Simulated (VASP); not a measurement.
These are r2SCAN meta-GGA, VASP's PBE PAW potentials (set 64) (plane waves; VASP) values and carry that method's errors. Each cell was relaxed at this level, without spin-orbit coupling.

Task: Which of these comes out without a gap?
A) Al2O3, R-3c (167)
B) SrO, Fm-3m (225)
C) KBr, Fm-3m (225)
D) WC, P-6m2 (187)

Result: D, WC, P-6m2 (187). The others have gaps of 5.07 eV (KBr, Fm-3m (225)), 3.75 eV (SrO, Fm-3m (225)), 7.18 eV (Al2O3, R-3c (167)).
